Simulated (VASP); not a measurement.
# A VASP study of Bi2Pd (Urvantsevite) (PBEsol): structure first, properties next, part 3 of 4

What structure and properties does PBEsol give Bi2Pd (Urvantsevite), and how near are they to the measured ones? The start is a cell from a database of measured crystal structures.

VASP 6.6.1; PBEsol; plane waves and PAW (Bi_d, Pd).

So far. Step 4 (Density, ELF and potential (PBEsol)): In this run the pressure is -0.01 GPa, small enough to go on. Step 5 (Bands along the symmetry lines (PBEsol)): There is no gap at this level. The relaxed cell has a = 3.360, c = 12.817 Å (conventional setting).

## 6. Total and projected DOS (PBEsol)

A density of states needs more k-points than a total energy; ISMEAR = -5 takes tetrahedra, and LORBIT projects the states on the PAW spheres. The mesh is finer than in the run before.

INCAR reads:

```
SYSTEM = Bi2Pd
PREC = Accurate
ENCUT = 400
EDIFF = 1E-06
NELM = 100
ISMEAR = -5
SIGMA = 0.2
LREAL = .FALSE.
ALGO = Normal
GGA = PS
NBANDS = 33
LASPH = .TRUE.
LORBIT = 11
LWAVE = .FALSE.
LCHARG = .FALSE.
KPAR = 2
NEDOS = 2001
```

POSCAR reads:

```
Bi2Pd
1.0
   -1.6797932146      1.6797932146      6.4086962640
    1.6797932146     -1.6797932146      6.4086962640
    1.6797932146      1.6797932146     -6.4086962640
Bi Pd
2 1
Direct
    0.3636036828      0.3636036828      0.0000000000
    0.6363963172      0.6363963172      0.0000000000
    0.0000000000      0.0000000000      0.0000000000
```

KPOINTS reads:

```
Automatic mesh
0
Gamma
14 14 14
0 0 0
```

The projector-augmented-wave data sets are Bi_d and Pd (PBE family, release 64).

The run is started by

```bash
$ mpirun -np 2 vasp_std
```

The log of the run:

```text
[... set-up lines as in an earlier step ...]
 entering main loop
       N       E                     dE             d eps       ncg     rms          rms(c)
DAV:   1     0.392004248370E+03    0.39200E+03   -0.16882E+04 16337   0.126E+03
DAV:   2     0.214859276684E+02   -0.37052E+03   -0.35640E+03 16426   0.382E+02
DAV:   3    -0.142238919063E+02   -0.35710E+02   -0.35283E+02 18881   0.126E+02
DAV:   4    -0.154391412407E+02   -0.12152E+01   -0.12141E+01 19521   0.244E+01
DAV:   5    -0.154969886369E+02   -0.57847E-01   -0.57856E-01 23996   0.488E+00    0.466E+00
DAV:   6    -0.153192254742E+02    0.17776E+00   -0.23847E-01 19326   0.362E+00    0.236E+00
DAV:   7    -0.152822855686E+02    0.36940E-01   -0.10462E-01 19386   0.235E+00    0.965E-01
DAV:   8    -0.152742162432E+02    0.80693E-02   -0.51352E-02 17875   0.125E+00    0.365E-01
DAV:   9    -0.152733659296E+02    0.85031E-03   -0.38789E-03 22554   0.471E-01    0.611E-02
DAV:  10    -0.152733253730E+02    0.40557E-04   -0.28820E-04 18052   0.101E-01    0.281E-02
DAV:  11    -0.152733149294E+02    0.10444E-04   -0.41214E-05 22734   0.446E-02    0.391E-03
DAV:  12    -0.152733149202E+02    0.92377E-08   -0.24381E-06 16249   0.126E-02
   1 F= -.15273315E+02 E0= -.15273315E+02  d E =0.000000E+00
 -----------------------------------------------------------------------------
|                                                                             |
|           W    W    AA    RRRRR   N    N  II  N    N   GGGG   !!!           |
|           W    W   A  A   R    R  NN   N  II  NN   N  G    G  !!!           |
|           W    W  A    A  R    R  N N  N  II  N N  N  G       !!!           |
|           W WW W  AAAAAA  RRRRR   N  N N  II  N  N N  G  GGG   !            |
|           WW  WW  A    A  R   R   N   NN  II  N   NN  G    G                |
|           W    W  A    A  R    R  N    N  II  N    N   GGGG   !!!           |
|                                                                             |
|     Tetrahedron method does not include variations of the Fermi             |
|     occupations, so forces and stress will be inaccurate. We suggest        |
|     using a different smearing scheme ISMEAR = 1 or 2 for metals in         |
|     relaxations.                                                            |
|                                                                             |
 -----------------------------------------------------------------------------
```

It took 4.4 min on 2 MPI ranks of AMD EPYC 9R45, shared host; peak memory 1.1 GiB.

OUTCAR, selected parts (step 6):

```text
   k-points           NKPTS =    244   k-points in BZ     NKDIM =    244   number of bands    NBANDS=     33

   NELECT =      40.0000    total number of electrons

 E-fermi :   9.2414

 k-point     1 :       0.0000    0.0000    0.0000
  band No.  band energies     occupation
    ...
     14       5.2069      2.00000
     15       5.9407      2.00000
     16       5.9407      2.00000
     17       6.3780      2.00000
     18       6.5502      2.00000
     19      11.0384      0.00000
     20      11.5925      0.00000
     21      11.5925      0.00000
     22      12.3519      0.00000
     23      12.3519      0.00000
    ...

  Total        0.0059613      0.0059613     -0.0231218      0.0000000      0.0000000     -0.0000000
  in kB        0.1320408      0.1320408     -0.5121431      0.0000000      0.0000000     -0.0000000
  external PRESSURE =      -0.0826872 kB  Pullay stress =       0.0000000 kB

 POSITION                                       TOTAL-FORCE (eV/Angst)
 -----------------------------------------------------------------------------------
      0.00000      0.00000      4.66045        -0.000000     -0.000000     -0.043857
      0.00000      0.00000      8.15694        -0.000000     -0.000000      0.043857
      0.00000      0.00000      0.00000         0.000000      0.000000     -0.000000
 -----------------------------------------------------------------------------------
    total drift:                                0.000000     -0.000000      0.000000

  FREE ENERGIE OF THE ION-ELECTRON SYSTEM (eV)
  ---------------------------------------------------
  free  energy   TOTEN  =       -15.2733149202 eV

  energy  without entropy=      -15.2733149202  energy(sigma->0) =      -15.27331492

[... 6 parts as in an earlier step ...]

[... 10 further parts left out ...]
```

With tetrahedra the forces and stress of a metal are not exact derivatives of the energy.

Numbers from this step:

* irreducible k-points: 244
* free energy (TOTEN): -15.27 eV
* Fermi energy: 9.241 eV
* pressure: -0.008269 GPa
* DOS at the Fermi level: 1.333 states/eV/cell

The density of states has structure finer than the step of the table below, so its rows give means over 1 eV, whole bins alone (the curve runs from -12.0 to 3.61 eV). Peaks (eV: height): total -4.8: 4.53, -4.0: 5.93, -3.3: 9.12, -2.9: 7.20; Pd d -4.0: 3.65, -3.3: 7.30, -2.9: 4.97, -2.0: 2.27; Bi p -4.8: 1.20, -4.0: 0.707, 1.0: 0.784, 1.8: 0.772; Pd p -4.8: 0.120, -4.0: 0.113, -2.8: 0.112, -1.5: 0.132; Bi s -11.5: 1.44, -11.0: 1.50.

States under -12.0 eV and over 3.6 eV are left out. The density of states by energy, zero at the Fermi level; means over each step; values in states/eV/cell:

```csv
energy (eV),total,Pd d,Bi p,Pd p,Bi s,Pd s
-11,1.63,0.0535,0.0197,0.0213,1.15,0.00555
-10,0.503,0.0203,0.00693,0.00143,0.375,1.1e-4
-9,0.0720,9.3e-4,5.0e-4,1.3e-5,0.0590,0
-8,0,0,0,0,0,0
-7,5.1e-5,0,1.3e-5,0,0,6.3e-6
-6,0.558,0.0718,0.150,0.00679,0.00800,0.0685
-5,2.44,0.743,0.605,0.0520,0.0314,0.0905
-4,3.52,2.16,0.437,0.0526,0.0587,0.0409
-3,5.38,3.88,0.420,0.0701,0.108,0.0917
-2,2.25,1.13,0.412,0.0807,0.0628,0.0310
-1,1.36,0.416,0.367,0.0615,0.0611,0.0227
0,1.23,0.275,0.405,0.0477,0.0424,0.0167
1,1.76,0.306,0.645,0.0568,0.0506,0.0364
2,1.74,0.200,0.710,0.0471,0.0326,0.0839
3,1.55,0.129,0.638,0.0342,0.0204,0.126
```

The finer mesh and the other smearing move the Fermi level by +0.03 eV from the 9×9×9 run, a small shift, which tests the Fermi level alone. Of the states within 0.3 eV of the Fermi level, the largest shares in the PAW spheres are Bi p 33 % and Pd d 23 %. The rest lies in smaller channels or between the spheres.

## 7. Vibrations at Γ (PBEsol)

Zone-centre modes test whether the atoms sit at a minimum within this cell. IBRION = 8 takes the force constants from linear response, which needs tightly converged orbitals.

INCAR reads:

```
SYSTEM = Bi2Pd
PREC = Accurate
ENCUT = 400
EDIFF = 1E-08
NELM = 100
ISMEAR = 1
SIGMA = 0.2
LREAL = .FALSE.
ALGO = Normal
GGA = PS
NBANDS = 26
LASPH = .TRUE.
LORBIT = 11
LWAVE = .FALSE.
LCHARG = .FALSE.
KPAR = 2
IBRION = 8
ISIF = 2
```

POSCAR is that of step 6.

KPOINTS reads:

```
Automatic mesh
0
Gamma
16 16 16
0 0 0
```

The run is started by

```bash
$ mpirun -np 2 vasp_std
```

The log of the run:

```text
[... set-up lines as in an earlier step ...]
 entering main loop
       N       E                     dE             d eps       ncg     rms          rms(c)
DAV:   1     0.377651650379E+03    0.37765E+03   -0.17973E+04 18256   0.160E+03
DAV:   2     0.170964281079E+02   -0.36056E+03   -0.35337E+03 18580   0.439E+02
DAV:   3    -0.144594576293E+02   -0.31556E+02   -0.31177E+02 22070   0.148E+02
DAV:   4    -0.154584901139E+02   -0.99903E+00   -0.99655E+00 21956   0.278E+01
DAV:   5    -0.154968787244E+02   -0.38389E-01   -0.38385E-01 24924   0.484E+00    0.466E+00
DAV:   6    -0.153179249732E+02    0.17895E+00   -0.32350E-01 19990   0.458E+00    0.236E+00
DAV:   7    -0.152811537484E+02    0.36771E-01   -0.16174E-01 21394   0.304E+00    0.945E-01
DAV:   8    -0.152729865705E+02    0.81672E-02   -0.58167E-02 19186   0.156E+00    0.368E-01
DAV:   9    -0.152721329734E+02    0.85360E-03   -0.60032E-03 23964   0.661E-01    0.690E-02
DAV:  10    -0.152720714502E+02    0.61523E-04   -0.57681E-04 19696   0.183E-01    0.278E-02
DAV:  11    -0.152720711444E+02    0.30589E-06   -0.71371E-05 24146   0.630E-02    0.531E-03
DAV:  12    -0.152720705369E+02    0.60746E-06   -0.46110E-06 22976   0.184E-02    0.260E-03
DAV:  13    -0.152720700818E+02    0.45513E-06   -0.25936E-07 21890   0.357E-03    0.593E-04
DAV:  14    -0.152720699694E+02    0.11240E-06   -0.99377E-09 11688   0.853E-04    0.220E-04
DAV:  15    -0.152720699461E+02    0.23236E-07   -0.31128E-09 10320   0.674E-04    0.229E-05
DAV:  16    -0.152720699437E+02    0.24011E-08   -0.70925E-10 10010   0.250E-04
   1 F= -.15272070E+02 E0= -.15272152E+02  d E =0.244893E-03
 Linear response reoptimize wavefunctions to high precision
DAV:   1    -0.152720699443E+02   -0.58299E-09   -0.23776E-10 10116   0.162E-04
DAV:   2    -0.152720699443E+02   -0.14552E-10   -0.97533E-11  9870   0.918E-05
 Linear response DOF=           4
 Linear response progress:
  Degree of freedom:   1/  4
       N       E                     dE             d eps       ncg     rms          rms(c)
RMM:   1    -0.317749237650E+00   -0.31775E+00    0.27414E-01 72996   0.881E+00
RMM:   2    -0.324426690353E+00   -0.66775E-02   -0.18060E-02 97949   0.101E+00    0.406E-02
RMM:   3    -0.324464817750E+00   -0.38127E-04   -0.14920E-03107639   0.267E-01    0.228E-02
RMM:   4    -0.324231963510E+00    0.23285E-03   -0.87015E-05109616   0.731E-02    0.559E-03
RMM:   5    -0.324226014331E+00    0.59492E-05   -0.12932E-05108926   0.227E-02    0.264E-03
RMM:   6    -0.324230627981E+00   -0.46137E-05   -0.26668E-06110324   0.943E-03    0.568E-04
RMM:   7    -0.324232452649E+00   -0.18247E-05   -0.10968E-06113011   0.318E-03    0.407E-04
RMM:   8    -0.324231716547E+00    0.73610E-06   -0.21887E-07111167   0.117E-03    0.531E-05
RMM:   9    -0.324231438570E+00    0.27798E-06   -0.11377E-07112338   0.525E-04    0.286E-05
RMM:  10    -0.324231316360E+00    0.12221E-06   -0.53349E-08114420   0.258E-04    0.151E-05
RMM:  11    -0.324231208370E+00    0.10799E-06   -0.25804E-08111897   0.155E-04    0.364E-06
RMM:  12    -0.324231194156E+00    0.14213E-07   -0.17399E-08118734   0.984E-05    0.250E-06
RMM:  13    -0.324231173920E+00    0.20236E-07   -0.35434E-09113682   0.722E-05    0.113E-06
RMM:  14    -0.324231166790E+00    0.71300E-08   -0.10186E-09101258   0.596E-05    0.409E-07
 first order change of Fermi-energy  -0.47606E-06
 force on displaced ion       1 direction 1 :  -1.271   0.000   0.000
 Linear response progress:
  Degree of freedom:   2/  4
       N       E                     dE             d eps       ncg     rms          rms(c)
RMM:   1    -0.356940876274E+00   -0.35694E+00    0.32911E-01 23116   0.898E+00
RMM:   2    -0.364068954292E+00   -0.71281E-02   -0.21702E-02 31239   0.111E+00    0.884E-02
RMM:   3    -0.364231899647E+00   -0.16295E-03   -0.17264E-03 33815   0.298E-01    0.559E-02
RMM:   4    -0.364117459068E+00    0.11444E-03   -0.15577E-04 32504   0.983E-02    0.321E-02
RMM:   5    -0.364026056214E+00    0.91403E-04   -0.29697E-05 30279   0.410E-02    0.505E-03
RMM:   6    -0.364030012307E+00   -0.39561E-05   -0.45184E-06 35791   0.194E-02    0.166E-03
RMM:   7    -0.364037648436E+00   -0.76361E-05   -0.19297E-06 33985   0.658E-03    0.620E-04
RMM:   8    -0.364037898300E+00   -0.24986E-06   -0.45348E-07 35691   0.273E-03    0.272E-04
RMM:   9    -0.364037404858E+00    0.49344E-06   -0.18080E-07 33645   0.115E-03    0.106E-04
RMM:  10    -0.364037398428E+00    0.64299E-08   -0.11274E-07 36195   0.537E-04    0.258E-05
RMM:  11    -0.364037460747E+00   -0.62319E-07   -0.83032E-09 35765   0.272E-04    0.138E-05
RMM:  12    -0.364037485449E+00   -0.24702E-07   -0.22951E-08 36849   0.155E-04    0.757E-06
RMM:  13    -0.364037536448E+00   -0.50999E-07   -0.24429E-08 35497   0.100E-04    0.179E-06
RMM:  14    -0.364037529506E+00    0.69414E-08   -0.68201E-09 37621   0.679E-05    0.138E-06
 first order change of Fermi-energy   0.41143E+00
 force on displaced ion       1 direction 3 :  -0.000  -0.000  -4.610
 Linear response progress:
  Degree of freedom:   3/  4
       N       E                     dE             d eps       ncg     rms          rms(c)
RMM:   1    -0.256939968425E+00   -0.25694E+00   -0.25022E-01 55208   0.217E+00
RMM:   2    -0.256572704038E+00    0.36726E-03   -0.18236E-02 53832   0.548E-01    0.800E-02
RMM:   3    -0.256864417049E+00   -0.29171E-03   -0.36949E-04 57958   0.946E-02    0.495E-02
RMM:   4    -0.257302262667E+00   -0.43785E-03   -0.11422E-04 57930   0.545E-02    0.647E-03
RMM:   5    -0.257272714749E+00    0.29548E-04   -0.63326E-06 59225   0.159E-02    0.464E-03
RMM:   6    -0.257231539839E+00    0.41175E-04   -0.15079E-06 58287   0.622E-03    0.857E-04
RMM:   7    -0.257217339846E+00    0.14200E-04   -0.27122E-07 64013   0.292E-03    0.797E-04
RMM:   8    -0.257218493281E+00   -0.11534E-05   -0.30732E-08 58906   0.842E-04    0.442E-04
RMM:   9    -0.257221759629E+00   -0.32663E-05   -0.17482E-08 60148   0.739E-04    0.101E-04
RMM:  10    -0.257220649016E+00    0.11106E-05    0.92940E-09 62220   0.254E-04    0.154E-05
RMM:  11    -0.257220738109E+00   -0.89093E-07    0.90858E-09 63520   0.910E-05    0.771E-06
RMM:  12    -0.257220700977E+00    0.37133E-07    0.57454E-09 65549   0.524E-05    0.265E-06
RMM:  13    -0.257220709621E+00   -0.86440E-08   -0.72999E-09 58663   0.337E-05    0.100E-06
 first order change of Fermi-energy  -0.73308E-04
 force on displaced ion       3 direction 1 :  -2.344   0.000  -0.000
 Linear response progress:
  Degree of freedom:   4/  4
       N       E                     dE             d eps       ncg     rms          rms(c)
RMM:   1    -0.276219045825E+00   -0.27622E+00   -0.26257E-01 44021   0.233E+00
RMM:   2    -0.273462852843E+00    0.27562E-02   -0.20530E-02 30210   0.764E-01    0.781E-02
RMM:   3    -0.273575216414E+00   -0.11236E-03   -0.49993E-04 29757   0.184E-01    0.467E-02
RMM:   4    -0.273830640007E+00   -0.25542E-03   -0.69879E-05 31167   0.647E-02    0.187E-02
RMM:   5    -0.274008080170E+00   -0.17744E-03   -0.29122E-05 34024   0.312E-02    0.500E-03
RMM:   6    -0.273979774609E+00    0.28306E-04   -0.16629E-06 29257   0.111E-02    0.165E-03
RMM:   7    -0.273980309703E+00   -0.53509E-06   -0.14211E-06 33711   0.409E-03    0.625E-04
RMM:   8    -0.273979766069E+00    0.54363E-06   -0.19449E-07 33055   0.140E-03    0.260E-04
RMM:   9    -0.273974769191E+00    0.49969E-05   -0.55223E-08 33381   0.528E-04    0.777E-05
RMM:  10    -0.273974036950E+00    0.73224E-06   -0.87907E-08 32428   0.287E-04    0.126E-05
RMM:  11    -0.273973910838E+00    0.12611E-06   -0.33806E-08 37462   0.119E-04    0.862E-06
RMM:  12    -0.273974025567E+00   -0.11473E-06   -0.11289E-10 35630   0.502E-05    0.118E-06
RMM:  13    -0.273974023383E+00    0.21839E-08   -0.89654E-09 37115   0.311E-05    0.652E-07
 first order change of Fermi-energy  -0.21870E-03
 force on displaced ion       3 direction 3 :  -0.000  -0.000  -3.476
 Linear response finished
```

Run time: 69 min. Hardware: 2 MPI ranks; peak memory 5.3 GiB.

OUTCAR, selected parts (step 7):

```text
   k-points           NKPTS =    349   k-points in BZ     NKDIM =    349   number of bands    NBANDS=     26

   NELECT =      40.0000    total number of electrons

  Total        0.0000572      0.0000572      0.0036842      0.0000000      0.0000000      0.0000000
  in kB        0.0012672      0.0012672      0.0816034      0.0000000      0.0000000      0.0000000
  external PRESSURE =       0.0280459 kB  Pullay stress =       0.0000000 kB

 POSITION                                       TOTAL-FORCE (eV/Angst)
 -----------------------------------------------------------------------------------
      0.00000      0.00000      4.66045         0.000000      0.000000     -0.029845
      0.00000      0.00000      8.15694        -0.000000     -0.000000      0.029845
      0.00000      0.00000      0.00000        -0.000000     -0.000000      0.000000
 -----------------------------------------------------------------------------------
    total drift:                                0.000000     -0.000000      0.000000

 Eigenvectors and eigenvalues of the dynamical matrix
 ----------------------------------------------------

   1 f  =    3.167385 THz    19.901264 2PiTHz  105.652576 cm-1    13.099244 meV
             X         Y         Z           dx          dy          dz
      0.000000  0.000000  4.660451     0.000000    0.000000   -0.319584
      0.000000  0.000000  8.156941     0.000000    0.000000   -0.319584
      0.000000  0.000000  0.000000    -0.000000   -0.000000    0.892038

   2 f  =    2.955191 THz    18.568013 2PiTHz   98.574563 cm-1    12.221683 meV
             X         Y         Z           dx          dy          dz
      0.000000  0.000000  4.660451    -0.000000   -0.000000    0.707107
      0.000000  0.000000  8.156941    -0.000000   -0.000000   -0.707107
      0.000000  0.000000  0.000000     0.000000   -0.000000    0.000000

   3 f  =    2.598142 THz    16.324610 2PiTHz   86.664703 cm-1    10.745049 meV
             X         Y         Z           dx          dy          dz
      0.000000  0.000000  4.660451     0.000000   -0.318149    0.000000
      0.000000  0.000000  8.156941     0.000000   -0.318149   -0.000000
      0.000000  0.000000  0.000000    -0.000000    0.893063    0.000000

   4 f  =    2.598142 THz    16.324610 2PiTHz   86.664703 cm-1    10.745049 meV
             X         Y         Z           dx          dy          dz
      0.000000  0.000000  4.660451    -0.318149   -0.000000   -0.000000
      0.000000  0.000000  8.156941    -0.318149   -0.000000    0.000000
      0.000000  0.000000  0.000000     0.893063    0.000000   -0.000000

   5 f  =    1.267826 THz     7.965986 2PiTHz   42.290125 cm-1     5.243305 meV
             X         Y         Z           dx          dy          dz
      0.000000  0.000000  4.660451     0.541867    0.454291    0.000000
      0.000000  0.000000  8.156941    -0.541867   -0.454291   -0.000000
      0.000000  0.000000  0.000000    -0.000000   -0.000000    0.000000

   6 f  =    1.267826 THz     7.965986 2PiTHz   42.290125 cm-1     5.243305 meV
             X         Y         Z           dx          dy          dz
      0.000000  0.000000  4.660451    -0.454291    0.541867    0.000000
      0.000000  0.000000  8.156941     0.454291   -0.541867   -0.000000
      0.000000  0.000000  0.000000    -0.000000   -0.000000   -0.000000

   7 f/i=    0.001637 THz     0.010283 2PiTHz    0.054589 cm-1     0.006768 meV
             X         Y         Z           dx          dy          dz
      0.000000  0.000000  4.660451     0.631491    0.000000   -0.000000
      0.000000  0.000000  8.156941     0.631491    0.000000    0.000000
      0.000000  0.000000  0.000000     0.449931    0.000000    0.000000

   8 f/i=    0.001637 THz     0.010283 2PiTHz    0.054589 cm-1     0.006768 meV
             X         Y         Z           dx          dy          dz
      0.000000  0.000000  4.660451    -0.000000    0.631491    0.000000
      0.000000  0.000000  8.156941    -0.000000    0.631491    0.000000
      0.000000  0.000000  0.000000    -0.000000    0.449931    0.000000

   9 f/i=    0.005206 THz     0.032712 2PiTHz    0.173661 cm-1     0.021531 meV
             X         Y         Z           dx          dy          dz
      0.000000  0.000000  4.660451    -0.000000    0.000000   -0.630766
      0.000000  0.000000  8.156941    -0.000000    0.000000   -0.630766
      0.000000  0.000000  0.000000    -0.000000    0.000000   -0.451960

 ELASTIC MODULI CONTR FROM IONIC RELAXATION (kBar)
 Direction    XX          YY          ZZ          XY          YZ          ZX
 --------------------------------------------------------------------------------
 XX        -184.9050   -184.9050   -254.8790      0.0000      0.0000     -0.0000
 YY        -184.9050   -184.9050   -254.8790      0.0000      0.0000     -0.0000
 ZZ        -254.8790   -254.8790   -351.3333      0.0000      0.0000     -0.0000
 XY           0.0000      0.0000      0.0000     -0.0000     -0.0000      0.0000
 YZ           0.0000      0.0000      0.0000     -0.0000   -234.4023     -0.0000
 ZX          -0.0000     -0.0000     -0.0000      0.0000     -0.0000    -64.6329
 --------------------------------------------------------------------------------

[... 6 parts as in an earlier step ...]

[... 4 further parts left out ...]
```

Energies printed during the response cycles are not total energies of the cell.

This step gave:

```
bands                     : 26
irreducible k-points      : 349
pressure of the cell      : 0.002805 GPa
largest force of the cell : 0.02985 eV/Å
Fermi energy              : 9.200 eV
```

Modes at Γ, with each element's share of the kinetic energy:

```csv
mode,frequency (cm⁻¹),symmetry,Bi %,Pd %
1,-0.2,acoustic,80,20
2,-0.1,acoustic,80,20
3,-0.1,acoustic,80,20
4,42.3,Eg,100,0
5,42.3,Eg,100,0
6,86.7,Eu,20,80
7,86.7,Eu,20,80
8,98.6,A1g,100,0
9,105.7,A2u,20,80
```

Displacements in mode 5 (42.3 cm⁻¹), the largest set to 1:
```
Bi1  1.00  0.84  0.00
Bi2 -1.00 -0.84  0.00
Pd3  0.00  0.00  0.00
```

Displacements in mode 7 (86.7 cm⁻¹), the largest set to 1:
```
Bi1  0.00 -0.25  0.00
Bi2  0.00 -0.25  0.00
Pd3  0.00  1.00  0.00
```

The three acoustic modes lie within 0.2 cm⁻¹ of zero, and all others are real. By the characters of their eigenvectors the optical modes sort into (cm⁻¹) Raman active: Eg 42, A1g 99; infrared active: Eu 87, A2u 106. With a centre of inversion no mode is active in both.

[end of part 3 of 4]

[Lines on the potential files, build, host, timing and source positions are cut from VASP's logs without a mark.]

[Logs are printed without paths, hosts, clocks, repeated set-up lines and the standing remarks that a program may print on its own settings, such as how far it seeks lower states.]

[Hosts, paths, dates, database ids (printed as entryN), source tags and the programs' standing remarks are cut or masked in the printed files.]

[A measured line is paired with the nearest computed mode of its activity, which favours agreement.]
